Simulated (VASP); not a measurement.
Energy against volume of CsI (CsCl type). All values below come from r2SCAN+rVV10, VASP's PBE PAW potentials (set 64) (plane waves; VASP).

```csv
V (Å³/atom),E (eV/atom)
44.179,-26.24451
45.589,-26.25137
46.999,-26.25365
48.409,-26.25212
49.819,-26.24742
```

**Question.** Fit a third-order Birch-Murnaghan equation of state.

**Answer.** 
```
Property                                        Result
---------------------------------------  -------------
volume per atom                          47.09 Å³/atom
bulk modulus                                  14.2 GPa
pressure derivative of the bulk modulus           5.17
lattice constant a                             4.550 Å
```

The compound is CsI in the CsCl type structure. It was relaxed first.
